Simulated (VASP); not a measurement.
Input of a VASP 6.6.1 run:

Contents of INCAR:

```
PREC     = Accurate       # precision mode
ENCUT    = 520            # plane-wave cutoff, eV
EDIFF    = 1E-6           # SCF threshold, eV
ISMEAR   = 0              # smearing method
SIGMA    = 0.02           # smearing width, eV
LREAL    = False          # projectors in reciprocal space
LASPH    = True           # aspherical terms in the spheres
NELM     = 100            # most SCF steps
ALGO     = Normal         # electronic algorithm
ISIF     = 2              # what is computed and relaxed
LWAVE    = False          # write WAVECAR
LCHARG   = True           # write CHGCAR
GGA      = PE             # functional
LELF     = True           # ELF
LVHAR    = True         
NBANDS   = 30             # bands
```

The input KPOINTS:

```
Automatic mesh
0
Gamma
  6 6 6
```

The input POSCAR:

```
BeZnF4
1.0
    0.0000000000      4.0157261419      4.0157261419
    4.0157261419      0.0000000000      4.0157261419
    4.0157261419      4.0157261419      0.0000000000
Be Zn F
1 1 4
Direct
    0.7500000000      0.7500000000      0.7500000000
    0.5000000000      0.5000000000      0.5000000000
    0.0869956261      0.6376681246      0.6376681246
    0.6376681246      0.0869956261      0.6376681246
    0.6376681246      0.6376681246      0.0869956261
    0.6376681246      0.6376681246      0.6376681246
```

Potentials or basis: VASP PAW PBE potentials, release 64 (Be, Zn, F).

Command:

```console
$ cat potpaw_PBE.64/Be/POTCAR potpaw_PBE.64/Zn/POTCAR potpaw_PBE.64/F/POTCAR > POTCAR
$ mpirun -np 1 vasp_std > vasp.out
```

Task: Predict the pressure.

Result: 0.1 GPa.

Task: Estimate the largest force.

Result: 0.061 eV/Å.

Task: What does it give for the band gap on the k mesh?

Result: 5.85 eV, indirect (least direct gap 5.90 eV).

Forces on the atoms (eV/Å):
```
Be   0.000  0.000  0.000
Zn   0.000  0.000  0.000
F    0.035 -0.035 -0.035
F   -0.035  0.035 -0.035
F   -0.035 -0.035  0.035
F    0.035  0.035  0.035
```

A k mesh can miss the band edges. A hybrid or GW would open this gap; PBE tends to underestimate it.
